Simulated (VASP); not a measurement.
Input:

```yaml
crystal:
  lattice:
    - [0.00000, 2.40121, 2.40121]
    - [2.40121, 0.00000, 2.40121]
    - [2.40121, 2.40121, 0.00000]
  atoms:
    - { symbol: Na, position: [0.00000, 0.00000, 0.00000] }
    - { symbol: H, position: [0.50000, 0.50000, 0.50000] }
```

These are SCAN meta-GGA, VASP's PBE PAW potentials (set 64) (plane waves; VASP) values and carry that method's errors. Numerical set-up: 520 eV cut-off, 10×10×10 Γ-centred mesh, Gaussian smearing of 0.050 eV, potentials Na_pv H.

The job: NaH (rock salt), 2 atoms, SCAN, static run, 520 eV, 10×10×10 Γ-centred mesh. Roughly how much core time does it take on a busy server core?

About 30 core-seconds (one run on a shared machine, a rough figure). It had 47 irreducible k-points, 8 bands, up to 763 plane waves and 18 electronic steps.

The compound is NaH in the rock salt structure. This cell is one point of a volume scan, at 1.03 of the reference volume.
